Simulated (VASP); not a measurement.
A convergence study with VASP on KTaO3 (cubic perovskite): a few settings are varied, all else stays as given below, so the limit is that of these other settings.

```
KTaO3
1.0
    3.99000     0.00000     0.00000
    0.00000     3.99000     0.00000
    0.00000     0.00000     3.99000
K Ta O
1 1 3
Direct
  0.00000   0.00000   0.00000
  0.50000   0.50000   0.50000
  0.50000   0.00000   0.50000
  0.00000   0.50000   0.50000
  0.50000   0.50000   0.00000
```

The numbers are results of LDA (Ceperley-Alder, Perdew-Zunger), VASP's LDA PAW potentials (set 64) (plane waves; VASP), not measurements. The last row used: 700 eV cut-off, 12×12×12 Γ-centred mesh, second-order Methfessel-Paxton smearing of 0.40 eV, potentials K_sv Ta_pv O.

Unless said otherwise, spin-orbit coupling is left out, though it shifts the bands of the heavy elements here. Gaps are read on the run's mesh, which can miss a band edge.

```json
[
 {"setting": "ISMEAR = -1, SIGMA = 0.01, 3×3×3 mesh", "E (eV/atom)": "-8.9826", "pressure (GPa)": "-4.65", "gap on the mesh (eV)": "2.238", "irreducible k-points": "4"},
 {"setting": "ISMEAR = -1, SIGMA = 0.1, 3×3×3 mesh", "E (eV/atom)": "-8.9826", "pressure (GPa)": "-4.65", "gap on the mesh (eV)": "2.238", "irreducible k-points": "4"},
 {"setting": "ISMEAR = 0, SIGMA = 0.01, 3×3×3 mesh", "E (eV/atom)": "-8.9826", "pressure (GPa)": "-4.65", "gap on the mesh (eV)": "2.238", "irreducible k-points": "4"},
 {"setting": "ISMEAR = 0, SIGMA = 0.2, 3×3×3 mesh", "E (eV/atom)": "-8.9826", "pressure (GPa)": "-4.65", "gap on the mesh (eV)": "2.238", "irreducible k-points": "4"},
 {"setting": "ISMEAR = 1, SIGMA = 0.05, 3×3×3 mesh", "E (eV/atom)": "-8.9825", "pressure (GPa)": "-4.65", "gap on the mesh (eV)": "2.238", "irreducible k-points": "4"},
 {"setting": "ISMEAR = 1, SIGMA = 0.2, 3×3×3 mesh", "E (eV/atom)": "-8.9820", "pressure (GPa)": "-4.66", "gap on the mesh (eV)": "2.239", "irreducible k-points": "4"},
 {"setting": "ISMEAR = 2, SIGMA = 0.05, 3×3×3 mesh", "E (eV/atom)": "-8.9826", "pressure (GPa)": "-4.65", "gap on the mesh (eV)": "2.238", "irreducible k-points": "4"},
 {"setting": "ISMEAR = 2, SIGMA = 0.2, 3×3×3 mesh", "E (eV/atom)": "-8.9822", "pressure (GPa)": "-4.66", "gap on the mesh (eV)": "2.239", "irreducible k-points": "4"},
 {"setting": "ISMEAR = -1, SIGMA = 0.01, 6×6×6 mesh", "E (eV/atom)": "-9.0116", "pressure (GPa)": "-4.91", "gap on the mesh (eV)": "2.020", "irreducible k-points": "20"},
 {"setting": "ISMEAR = -1, SIGMA = 0.2, 6×6×6 mesh", "E (eV/atom)": "-9.0113", "pressure (GPa)": "-4.90", "gap on the mesh (eV)": "2.022", "irreducible k-points": "20"},
 {"setting": "ISMEAR = 0, SIGMA = 0.01, 6×6×6 mesh", "E (eV/atom)": "-9.0116", "pressure (GPa)": "-4.91", "gap on the mesh (eV)": "2.020", "irreducible k-points": "20"},
 {"setting": "ISMEAR = 0, SIGMA = 0.4, 6×6×6 mesh", "E (eV/atom)": "-9.0116", "pressure (GPa)": "-4.91", "gap on the mesh (eV)": "2.020", "irreducible k-points": "20"},
 {"setting": "ISMEAR = 1, SIGMA = 0.05, 6×6×6 mesh", "E (eV/atom)": "-9.0116", "pressure (GPa)": "-4.91", "gap on the mesh (eV)": "2.020", "irreducible k-points": "20"},
 {"setting": "ISMEAR = 1, SIGMA = 0.4, 6×6×6 mesh", "E (eV/atom)": "-9.0110", "pressure (GPa)": "-4.95", "gap on the mesh (eV)": "2.021", "irreducible k-points": "20"},
 {"setting": "ISMEAR = 2, SIGMA = 0.05, 6×6×6 mesh", "E (eV/atom)": "-9.0116", "pressure (GPa)": "-4.91", "gap on the mesh (eV)": "2.020", "irreducible k-points": "20"},
 {"setting": "ISMEAR = 2, SIGMA = 0.4, 6×6×6 mesh", "E (eV/atom)": "-9.0113", "pressure (GPa)": "-4.95", "gap on the mesh (eV)": "2.020", "irreducible k-points": "20"},
 {"setting": "ISMEAR = -1, SIGMA = 0.05, 12×12×12 mesh", "E (eV/atom)": "-9.0118", "pressure (GPa)": "-4.91", "gap on the mesh (eV)": "2.021", "irreducible k-points": "84"},
 {"setting": "ISMEAR = -1, SIGMA = 0.2, 12×12×12 mesh", "E (eV/atom)": "-9.0115", "pressure (GPa)": "-4.90", "gap on the mesh (eV)": "2.023", "irreducible k-points": "84"},
 {"setting": "ISMEAR = 0, SIGMA = 0.1, 12×12×12 mesh", "E (eV/atom)": "-9.0118", "pressure (GPa)": "-4.91", "gap on the mesh (eV)": "2.021", "irreducible k-points": "84"},
 {"setting": "ISMEAR = 0, SIGMA = 0.4, 12×12×12 mesh", "E (eV/atom)": "-9.0118", "pressure (GPa)": "-4.91", "gap on the mesh (eV)": "2.021", "irreducible k-points": "84"},
 {"setting": "ISMEAR = 1, SIGMA = 0.1, 12×12×12 mesh", "E (eV/atom)": "-9.0118", "pressure (GPa)": "-4.92", "gap on the mesh (eV)": "2.021", "irreducible k-points": "84"},
 {"setting": "ISMEAR = 1, SIGMA = 0.4, 12×12×12 mesh", "E (eV/atom)": "-9.0112", "pressure (GPa)": "-4.95", "gap on the mesh (eV)": "2.022", "irreducible k-points": "84"},
 {"setting": "ISMEAR = 2, SIGMA = 0.1, 12×12×12 mesh", "E (eV/atom)": "-9.0118", "pressure (GPa)": "-4.91", "gap on the mesh (eV)": "2.021", "irreducible k-points": "84"},
 {"setting": "ISMEAR = 2, SIGMA = 0.4, 12×12×12 mesh", "E (eV/atom)": "-9.0112", "pressure (GPa)": "-4.93", "gap on the mesh (eV)": "2.021", "irreducible k-points": "84"}
]
```

Left out are rungs that failed or repeat a setting and relaxations that didn't move; long series are thinned to 24 rows.

The compound is KTaO3 in the cubic perovskite structure. The cell was not relaxed at this level.
